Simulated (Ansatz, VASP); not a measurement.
# BAs in two plane-wave programs, part 2 of 2

Wanted: the spread between two codes on one cell, functional and k mesh. The cell is taken from a series of runs on this material, whose earlier steps may have relaxed, scaled, displaced or heated it; both programs get it as it stands.

VASP 6.6.1 and Ansatz 0.2.0.

So far: Starting point; VASP: dielectric response, PBE.

## (3) Ansatz: dielectric response, PBE

Level of this step: Ansatz beside VASP: Kohn-Sham DFT, plane waves, PBE (Ansatz).

Ansatz runs on its default PAW (the set named soft_2) files.

The same cell, functional and mesh now go to Ansatz, which takes its cutoff from its data sets.

Contents of input.yaml:

```yaml
crystal:
  lattice:
    - [0.0, 2.3885, 2.3885]
    - [2.3885, 0.0, 2.3885]
    - [2.3885, 2.3885, 0.0]
  atoms:
    - { symbol: B, position: [0.0, 0.0, 0.0] }
    - { symbol: As, position: [0.25, 0.25, 0.25] }
kpoints:
  mp_grid: { grid: [8, 8, 8] }
hamiltonian:
  xc: pbe
scf:
  occupations: { method: fixed }
dielectric: {}
```

The run is started by

```bash
ansatz run input.yaml --threads 8 --pin off --max-ram 18432MiB --backend cpu --events-out ev --progress --plain --runs-dir out
```

Numbers of over 12 decimals in the logs are rounded to 6 here.

The program printed:

```text
Engine: ansatz 0.2.0, x86_64-unknown-linux-gnu
Pseudopotentials: kind: paw
Pseudopotential: B, paw, valence charge 3, recommended cutoff 420 eV (normal), B.paw.azcp
Pseudopotential: As, paw, valence charge 15, recommended cutoff 420 eV (normal), As.paw.azcp
Functional definition: PBE
  parameter kappa = 0.804
  parameter beta = 0.066725
  exchange = pbe_x(kappa = kappa, mu = beta*pi^2/3)
  correlation = pbe_c(beta = beta)
Crystal: 2 atoms, lattice volume = 27.252 Å³
Basis set: ecut = 420 eV, 531 PW (Γ), exchange–correlation on 48×48×48 points (8 copies of the dense FFT grid, shifted against one another)
Bands: 13, of which v1, the nominal top of the filled ones, is band 9 counted from 1 (8 counted from 0)
Symmetry: 24 space group operations
k-points: 95 of 512 (irreducible under 4 space group operations, time reversal used)
Non-local potential: B, projectors of the file, l = 0: 2, l = 1: 2, l = 2: 1
Non-local potential: As, projectors of the file, l = 0: 2, l = 1: 2, l = 2: 3, l = 3: 1
PAW form: soft (Blöchl's): semilocal exchange-correlation on the pseudo side does not see the compensation charge
PAW one-centre angular grid: B, 110 points (default); XC on 64 Gauss nodes
PAW one-centre angular grid: As, 590 points (default); XC on 64 Gauss nodes
Initial density: superposition of atomic densities (neutral atoms: chi_scale 0, normalization atom), corrected by the library's trained network
Initial wavefunctions: pseudopotential atomic-orbital guess
Functional: x = pbe(κ = 0.804, μ = 0.219515), c = pbe(β = 0.066725)
SCF iter   1: F=—  HF=-5012.098034 eV  |F-HF|=—  |Δ(HF+E_count)|=         —  Δρ=8.03e-4  dr2=1.04e-4  ethr=1.77e-3  ⟨swp⟩=4.4  Hψ=6209  notcnv=0  defer=126
preconditioner: auto → none  [insulator: Δε(μ)=1.198 eV  Ē_g=12.415 eV  n_scr=8 (ndim 8)  ℏωp=20.1 eV  f_vac=0.001  ε∞_Penn≈3.6]
SCF iter   2: F=—  HF=-5012.098047 eV  |F-HF|=—  |Δ(HF+E_count)|=   1.37e-5  Δρ=4.40e-4  dr2=3.18e-5  ethr=5.80e-7  ⟨swp⟩=2.8  Hψ=2952  notcnv=0  defer=179
SCF iter   3: F=—  HF=-5012.098072 eV  |F-HF|=—  |Δ(HF+E_count)|=   2.47e-5  Δρ=2.38e-4  dr2=5.25e-6  ethr=1.77e-7  ⟨swp⟩=2.1  Hψ=2034  notcnv=0  defer=32
SCF iter   4: F=—  HF=-5012.098095 eV  |F-HF|=—  |Δ(HF+E_count)|=   2.31e-5  Δρ=5.35e-5  dr2=7.80e-7  ethr=2.92e-8  ⟨swp⟩=2.8  Hψ=2090  notcnv=0  defer=3
SCF iter   5: F=—  HF=-5012.098095 eV  |F-HF|=—  |Δ(HF+E_count)|=   2.91e-7  Δρ=1.03e-5  dr2=3.91e-8  ethr=4.33e-9  ⟨swp⟩=2.0  Hψ=2090  notcnv=0
SCF iter   6: F=—  HF=-5012.098095 eV  |F-HF|=—  |Δ(HF+E_count)|=   3.64e-9  Δρ=3.81e-6  dr2=3.64e-9  ethr=2.17e-10  ⟨swp⟩=2.0  Hψ=1502  notcnv=0
SCF iter   7: F=-5012.098095 eV  HF=-5012.098095 eV  |F-HF|=1.18e-10  |Δ(HF+E_count)|=  8.82e-10  Δρ=4.75e-7  dr2=8.29e-11  ethr=1.00e-12  ⟨swp⟩=2.1  Hψ=5092  notcnv=0
SCF 1 converged in 7 iterations: F = -5012.098095 eV  dr2 = 8.29e-11
  greatest PAW one-centre occupation: 0.999 electrons in one spin orbital (limit 2), on the As atom at site 1 (counted from 0), in its partial waves of l = 2
DFPT response loops at Γ: preconditioner auto → none (the input reference at scf.mixing.eps_inf says where Resta's filter doesn't serve); β = 0.50; Broyden in place of MSR1
── the response to a field inside a basis, on 8×8×8 k-points: an SCF that follows is theirs, and a resumed run solves both again ──
Bands: 10, of which v1, the nominal top of the filled ones, is band 9 counted from 1 (8 counted from 0)
k-points: 60 of 512 (irreducible under 6 space group operations, time reversal used)
Initial density: handed on by an earlier stage of this run
Initial wavefunctions: pseudopotential atomic-orbital guess (no wavefunctions were taken with the density)
Eigensolver: Dense (60 Hₖ)
SCF iter   1: F=—  HF=-5012.099704 eV  |F-HF|=—  |Δ(HF+E_count)|=         —  Δρ=1.26e-4  dr2=2.38e-6  ethr=1.00e-1
preconditioner: auto → none  [insulator: Δε(μ)=1.512 eV  Ē_g=9.689 eV  n_scr=8 (ndim 8)  ℏωp=20.1 eV  f_vac=0.001  ε∞_Penn≈5.3]
SCF iter   2: F=—  HF=-5012.099704 eV  |F-HF|=—  |Δ(HF+E_count)|=   3.94e-7  Δρ=6.80e-5  dr2=5.18e-7  ethr=1.32e-8
SCF iter   3: F=-5012.099705 eV  HF=-5012.099705 eV  |F-HF|=4.06e-8  |Δ(HF+E_count)|=   5.31e-7  Δρ=1.89e-5  dr2=4.22e-8  ethr=2.88e-9
SCF 1 converged in 3 iterations: F = -5012.099705 eV  dr2 = 4.22e-8
DFPT response loops at Γ: mixed as the last ones told, above
SCF converged after 7 iterations
Free energy (F): -5012.098095 eV
Harris-Foulkes:  -5012.098095 eV  (|F-HF|=1.18e-10)
Internal energy: -5012.098095 eV  (E = F + TS)
E sigma→0 (E₀):  -5012.098095 eV
Fermi energy:    11.126702 eV
--- Per-component energies (eV) ---
  E_band       = -210.267397
  E_kinetic    = 152.093924
  E_local      = -1693.939447  (includes V_loc(G=0)·N_el)
  E_nonlocal   = -657.795445
  E_hartree    = 940.051132
  E_xc         = -111.431734
  E_vxc        = -117.663755  (∫ρ·V_xc dr)
  E_paw        = -1915.301534  (= ΣΔE_a)
  E_vpaw       = 226.934661  (= ΣTr[D̂ρ^β])
  E_aug_tail   = 0.000007  (compensation charges beyond the density's cutoff)
  E_ewald      = -1725.774997
  E_smearing   = -0.000000  (= −TS)
  E_closure    = 0.000000  (closes the sum)
  Σ components = -5012.098095   (vs F -5012.098095, Δ=0.00e0)
--- Band table (eV; the first three rows and the last of 95) ---
  k-point 0: bands = [... 5 lower, -4.2770, 11.1267, 11.1267, 11.1267, 14.4073, 14.4073, 14.4073, 15.8003]
  k-point 1: bands = [... 5 lower, -4.0209, 9.1629, 10.6890, 10.6890, 14.5218, 14.9846, 14.9846, 17.0810]
  k-point 2: bands = [... 5 lower, -3.2753, 6.1921, 9.9790, 9.9790, 14.1913, 15.7861, 15.7861, 19.0311]
  k-point 94: bands = [... 5 lower, 0.0641, 3.0745, 5.6456, 5.9402, 16.3925, 17.0683, 17.9428, 18.1741]
--- Dielectric response (ions clamped): 3 representative field directions + reference, inside a basis on a mesh of 512 k-points (Σ response iterations 15) ---
  ε∞ (high-frequency dielectric tensor):
        9.773104     0.000000    -0.000000
        0.000000     9.773104     0.000000
       -0.000000     0.000000     9.773104
  Born effective charges Z* (e; rows j = field, columns β = displacement):
    site 0:
        -0.50133   -0.00000   -0.00000
        -0.00000   -0.50133   -0.00000
         0.00000   -0.00000   -0.50133
    site 1:
         0.50133    0.00000    0.00000
         0.00000    0.50133    0.00000
        -0.00000    0.00000    0.50133
  Z* charge neutrality: 5.443e-6 e pre-enforcement
  solved inside a basis spanned on kpoints, on 8×8×8 k-points, its susceptibility summed on 12×12×12: ε∞ is read to err by 3.2e-2, Z* by 1.5e-2 e (field_mesh: kpoints solves on kpoints); Z* is corrected for what the basis lacks
```

In the SCF lines HF is the Harris–Foulkes energy and dr2 the Hartree energy of the density residual, in eV; the loop may stop once dr2 is under the threshold and the program's other checks hold. Hψ counts applications of the Hamiltonian.

## (4) Differences

Known differences besides the potentials themselves: fixed occupations in Ansatz, narrow Gaussian smearing in VASP; VASP's response is taken on the typed mesh, Ansatz refines its own for the field response alone; the data sets hold 18 valence electrons in Ansatz (on its default PAW (the set named soft_2) files) and 8 in VASP. Total energies have different zeros and are not compared.

Both answers:

| quantity | Ansatz | VASP | difference |
| --- | --- | --- | --- |
| ε∞ xx | 9.77 | 10.18 | -3.96 % |
| ε∞ yy | 9.77 | 10.18 | -3.96 % |
| ε∞ zz | 9.77 | 10.18 | -3.96 % |

## (5) Summary of results

* difference in ε∞ xx (dielectric response, PBE): -4.0 %

In words: The difference in ε∞ xx is -4.0 % (dielectric response, PBE), within the 5 % picked in this series as the mark of a large difference. The data sets hold unlike numbers of valence electrons (18 in Ansatz and 8 in VASP), so part of the differences may come from the potentials. Such differences can come from data sets, numerical settings and the points named under the comparisons, not from the functional's error against experiment.

[Lines on the potential files, build, host, timing and source positions are cut from VASP's logs without a mark.]

[Logs are printed without paths, hosts, clocks, repeated set-up lines and the standing remarks that a program may print on its own settings, such as how far it seeks lower states.]

[Hosts, paths, dates, database ids (printed as entryN), source tags and the programs' standing remarks are cut or masked in the printed files.]
